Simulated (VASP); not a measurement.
A convergence study with VASP on RbBr (rock salt): one setting is varied, all else stays as given below, so the limit is that of these other settings.

```yaml
crystal:
  lattice:
    - [0.00000, 3.44500, 3.44500]
    - [3.44500, 0.00000, 3.44500]
    - [3.44500, 3.44500, 0.00000]
  atoms:
    - { symbol: Rb, position: [0.00000, 0.00000, 0.00000] }
    - { symbol: Br, position: [0.50000, 0.50000, 0.50000] }
```

All values below come from PBE GGA, VASP's PBE PAW potentials (set 64) (plane waves; VASP). The tightest run used: 550 eV cut-off, 16×16×16 Γ-centred mesh, Gaussian smearing of 0.050 eV, potentials Rb_sv Br.

```tsv
setting	E (eV/atom)	pressure (GPa)	irreducible k-points
1×1×1 mesh	-1.7123	10.13	1
2×2×2 mesh	-3.0195	1.08	3
3×3×3 mesh	-3.0508	0.80	4
```

### Question
These are the cheaper rows. Estimate the results at 16×16×16 mesh, and how far the last row shown lies from them.

### Answer

```json
[
 {"quantity": "E (eV/atom)", "tightest run": "-3.0523", "last row shown is off by": "0.0015"},
 {"quantity": "pressure (GPa)", "tightest run": "0.78", "last row shown is off by": "0.02"}
]
```

Left out are rungs that failed or repeat a setting and relaxations that didn't move; long series are thinned to 24 rows.

The compound is RbBr in the rock salt structure. The cell was not relaxed at this level.
